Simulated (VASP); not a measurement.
Write the native input for VASP 6.6.1 that does the following.

```yaml
Task: relaxation of cell and atoms
Functional: PBE
Potentials_or_basis: VASP PAW PBE potentials, release 64 (Al, Y_sv, N)
Cutoff: 600 eV
k_mesh: 4 × 4 × 5
Occupations: gaussian, width 0.05 eV
Spin: no spin polarisation
Further_INCAR_settings: ALGO = Normal; EDIFF = 1e-06; IBRION = 2; EDIFFG = -0.005; NSW = 40; ISIF = 3
```

The structure of YAl7N8 lies in POSCAR:

```
YAl7N8
1.0
    6.4600000000      0.0000000000      0.0000000000
   -3.2300000000      5.5945241084      0.0000000000
    0.0000000000      0.0000000000      5.0800000000
Al Y N
7 1 8
Direct
    0.3333333333      0.1666666667      0.5000000000
    0.1666666667      0.8333333333      0.0000000000
    0.3333333333      0.6666666667      0.5000000000
    0.6666666667      0.3333333333      0.0000000000
    0.8333333333      0.1666666667      0.5000000000
    0.6666666667      0.8333333333      0.0000000000
    0.8333333333      0.6666666667      0.5000000000
    0.1666666667      0.3333333333      0.0000000000
    0.1666666667      0.3333333333      0.3820000000
    0.3333333333      0.1666666667      0.8820000000
    0.1666666667      0.8333333333      0.3820000000
    0.3333333333      0.6666666667      0.8820000000
    0.6666666667      0.3333333333      0.3820000000
    0.8333333333      0.1666666667      0.8820000000
    0.6666666667      0.8333333333      0.3820000000
    0.8333333333      0.6666666667      0.8820000000
```

The cell was built by a generator and needn't be a form met in nature.

The input as run:

INCAR

```
SYSTEM = YAl7N8
PREC     = Accurate       ! precision mode
ENCUT    = 600            ! plane-wave cutoff, eV
EDIFF    = 1E-6           ! SCF threshold, eV
ISMEAR   = 0              ! smearing method
SIGMA    = 0.05           ! smearing width, eV
LREAL    = .False.        ! projectors in reciprocal space
LASPH    = .True.         ! aspherical terms in the spheres
NELM     = 60             ! most SCF steps
ALGO     = Normal         ! electronic algorithm
ISIF     = 3              ! what is computed and relaxed
LWAVE    = .False.        ! write WAVECAR
LCHARG   = .False.        ! write CHGCAR
GGA      = PE             ! functional
IBRION   = 2              ! ionic algorithm
NSW      = 40             ! ionic steps
EDIFFG   = -0.005         ! ionic threshold
```

KPOINTS

```
regular mesh
0
Gamma
  4 4 5
  0 0 0
```

Potentials or basis: VASP PAW PBE potentials, release 64 (Al, Y_sv, N).

The run is started by

```bash
$ cat potpaw_PBE.64/Al/POTCAR potpaw_PBE.64/Y_sv/POTCAR potpaw_PBE.64/N/POTCAR > POTCAR
$ mpirun -np 1 vasp_std > vasp.out
```

Results of the run:

| Item | Value |
| --- | --- |
| Relaxed volume | 11.47 Å³/atom |
| Relaxed cell | a = 6.441 Å, b = 6.441 Å, c = 5.108 Å, α = 90.00°, β = 90.00°, γ = 120.00° |
| Space group after relaxing (to 0.05 Å) | P3m1 (No. 156) |
| Energy gained by relaxing | 177.1 meV/atom |
| Ionic steps | 19 |
| Pressure after relaxing | 0.0 GPa |
| Largest force after relaxing | 0.004 eV/Å |
| Band gap on the k mesh | 3.12 eV, indirect (least direct gap 3.46 eV) |

Caveat: an odd mesh through Γ misses points on the zone boundary, where band edges often lie.

Run time: 26 min on 1 thread of Intel(R) Xeon(R) Platinum 8488C (Sapphire Rapids), on a shared host, peak memory 0.44 GiB.
